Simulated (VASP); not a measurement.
Here is the system:

```
InAs
1.0
    0.00000     3.09453     3.09453
    3.09453     0.00000     3.09453
    3.09453     3.09453     0.00000
In As
1 1
Direct
  0.00000   0.00000   0.00000
  0.25000   0.25000   0.25000
```

Computed with PBE GGA, VASP's PBE PAW potentials (set 64) (plane waves; VASP). Numerical set-up: 520 eV cut-off, Gaussian smearing of 0.050 eV, potentials In_d As.

### Question
Give the energies of bands 7 to 12 at the high-symmetry points, in eV from the Fermi level.

### Answer

| band | Γ | X | U | L | W |
|---|---|---|---|---|---|
| 7 | -0.55 | -5.55 | -5.43 | -5.43 | -5.43 |
| 8 | 0.00 | -2.10 | -2.95 | -0.89 | -2.67 |
| 9 | 0.00 | -2.10 | -1.76 | -0.89 | -2.58 |
| 10 | 0.00 | 1.65 | 2.12 | 0.81 | 3.91 |
| 11 | 3.87 | 2.04 | 4.11 | 4.63 | 4.26 |
| 12 | 3.87 | 8.76 | 7.01 | 4.63 | 4.80 |

It has no gap at this level: it comes out as a metal or semimetal.

The compound is InAs in the zinc blende structure. It was relaxed first, which changed the volume by +7 %.
